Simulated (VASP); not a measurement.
Output of a VASP run:

File OSZICAR:
```
       N       E                     dE             d eps       ncg     rms          rms(c)
DAV:   1     0.700190482821E+02    0.70019E+02   -0.98068E+03  6040   0.937E+02
DAV:   2    -0.842307239941E+01   -0.78442E+02   -0.77729E+02  7440   0.225E+02
DAV:   3    -0.113425681850E+02   -0.29195E+01   -0.29125E+01  8224   0.301E+01
DAV:   4    -0.114075170942E+02   -0.64949E-01   -0.64938E-01  7256   0.385E+00
DAV:   5    -0.114086046244E+02   -0.10875E-02   -0.10875E-02  7008   0.418E-01    0.253E+01
DAV:   6    -0.109500401096E+02    0.45856E+00   -0.75452E-01  6104   0.500E+00    0.165E+01
DAV:   7    -0.108982522962E+02    0.51788E-01   -0.97359E-01  8264   0.547E+00    0.209E+00
DAV:   8    -0.108720194253E+02    0.26233E-01   -0.40270E-01  5880   0.308E+00    0.685E-01
DAV:   9    -0.108622534157E+02    0.97660E-02   -0.56072E-02  5832   0.118E+00    0.218E-01
DAV:  10    -0.108623591050E+02   -0.10569E-03   -0.11492E-03  6208   0.246E-01    0.152E-01
DAV:  11    -0.108621966507E+02    0.16245E-03   -0.46184E-04  6304   0.111E-01    0.332E-02
DAV:  12    -0.108621893573E+02    0.72934E-05   -0.83091E-05  7688   0.416E-02    0.164E-02
DAV:  13    -0.108621890693E+02    0.28797E-06   -0.17810E-06  4512   0.920E-03
   1 F= -.10862189E+02 E0= -.10860553E+02  d E =-.327134E-02
```

### OUTCAR
```
------------------------ aborting loop because EDIFF is reached ----------------------------------------
  FORCE on cell =-STRESS in cart. coord.  units (eV):
  Direction    XX          YY          ZZ          XY          YZ          ZX
  --------------------------------------------------------------------------------------
  Total       -1.0846442     -1.0846326     -1.0848123      0.0000204     -0.0000710     -0.0001671
  in kB      -32.9273424    -32.9269924    -32.9324460      0.0006202     -0.0021547     -0.0050733
  external PRESSURE =     -32.9289269 kB  Pullay stress =       0.0000000 kB
  volume of cell :       52.78
      direct lattice vectors                 reciprocal lattice vectors
     3.751000000  0.000000000  0.000000000     0.266595575  0.000000000  0.000000000
     0.000000000  3.751000000  0.000000000     0.000000000  0.266595575  0.000000000
     0.000000000  0.000000000  3.751000000     0.000000000  0.000000000  0.266595575
 POSITION                                       TOTAL-FORCE (eV/Angst)
 -----------------------------------------------------------------------------------
      1.87440      1.87503      1.87933         0.003846      0.001641     -0.013407
      0.00110      0.00047      3.74717        -0.003846     -0.001641      0.013407
 -----------------------------------------------------------------------------------
    total drift:                                0.000072      0.000031     -0.000240
  FREE ENERGIE OF THE ION-ELECTRON SYSTEM (eV)
  ---------------------------------------------------
  free  energy   TOTEN  =       -10.8621890693 eV

  energy  without entropy=      -10.8589177289  energy(sigma->0) =      -10.86055340
```
(Selected blocks of OUTCAR.)

File POSCAR:
```
YTl
1
    3.7510000000     0.0000000000     0.0000000000
    0.0000000000     3.7510000000     0.0000000000
    0.0000000000     0.0000000000     3.7510000000
Y Tl
1 1
Direct
  0.4997070000   0.4998750000   0.5010210000
  0.0002930000   0.0001250000  -0.0010210000
```

Q: Reconstruct the remaining input files.

A: One answer among several that fit: the input of the run itself, LDA (Ceperley-Alder, Perdew-Zunger), plane waves, VASP's LDA PAW potentials (set 64).

### KPOINTS
```
K-points
0
gamma
 7 7 7
```

**INCAR**
```
SIGMA=0.05   ! width (eV)
SYSTEM=YTl
PREC=Accurate
LMAXMIX=4
LASPH=T   ! aspherical one-centre terms
ENCUT=300
ISMEAR=0   ! Gaussian
LWAVE=F
LREAL=F   ! projection in real space or not
ALGO=Normal   ! blocked Davidson
LCHARG=F
ISIF=2
EDIFF=1E-6   ! SCF stop (eV)
NELM=100
```

POTCAR, in this order: Y_sv Tl_d (LDA.64 set). Program: vasp_std.

At this cut-off the stress carries a Pulay error, which pulls relaxed volumes low.

The structure comes from a measured YTl entry of the Crystallography Open Database, whose conditions weren't checked. The cell was not relaxed at this level, atoms are displaced from their ideal sites. The run is one of a series of settings (GGA removed, POTCAR Y_sv Tl_d (LDA.64 set) against the base run), some of them coarse on purpose.
